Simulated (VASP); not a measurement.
An input for Quantum ESPRESSO's pw.x (written as the equivalent of a VASP run, and not itself run):

```
&CONTROL
  calculation = 'scf'
  pseudo_dir = './pseudo'
  outdir = './out'
  tprnfor = .true.
  tstress = .true.
/
&SYSTEM
  ibrav = 0
  nat = 4
  ntyp = 2
  ecutwfc = 84
  occupations = 'smearing'
  smearing = 'gaussian'
  degauss = 0.003675
  input_dft = 'pbe'
/
&ELECTRONS
  conv_thr = 7.3e-08
  electron_maxstep = 100
/
ATOMIC_SPECIES
  Sn 118.710 Sn.upf
  O 15.999 O.upf
CELL_PARAMETERS angstrom
     3.8949140    0.0000000    0.0000000
     0.0000000    3.8188920    0.0000000
     0.0000000    0.0000000    4.7291480
ATOMIC_POSITIONS crystal
  Sn   0.5000000  0.0000000  0.7620000
  Sn   0.0000000  0.5000000  0.2380000
  O    0.5000000  0.5000000  0.0000000
  O    0.0076060  0.0000000  0.0000000
K_POINTS automatic
  5 5 4 0 0 0
```

Translate this input to VASP (INCAR, KPOINTS, POSCAR, choice of POTCAR).

One answer among several that fit: 
File POSCAR:
```
SnO
3.8949140
  1.0000000000   0.0000000000   0.0000000000
  0.0000000000   0.9804817257   0.0000000000
  0.0000000000   0.0000000000   1.2141854737
Sn O
2 2
Cartesian
  0.5000000000   0.0000000000   0.9252093309
  0.0000000000   0.4902408628   0.2889761427
  0.5000000000   0.4902408628   0.0000000000
  0.0076060000   0.0000000000   0.0000000000
```

**INCAR**
```
ALGO  =  Normal
EDIFF  =  1E-6
ENCUT  =  520
GGA  =  PE
ISIF  =  2
ISMEAR  =  0
LASPH  =  .TRUE.
LCHARG  =  .FALSE.
LMAXMIX  =  4
LREAL  =  .FALSE.
LWAVE  =  .FALSE.
NELM  =  100
PREC  =  Accurate
SIGMA  =  0.05
SYSTEM  =  SnO
```

KPOINTS:
```
Automatic mesh
0
Gamma
5 5 4
0 0 0
```

POTCAR, in this order: Sn_d O (PBE.64 set). Program: vasp_std.

The two are equivalent in intent, not identical: the potentials are each code's own (VASP's PAW set, PseudoDojo norm-conserving files in pw.x), so ENCUT and ecutwfc are chosen apart and not converted; conv_thr bounds pw.x's estimated SCF error, while EDIFF bounds the energy change between steps.

The compound is SnO in the litharge structure. The cell was not relaxed at this level.
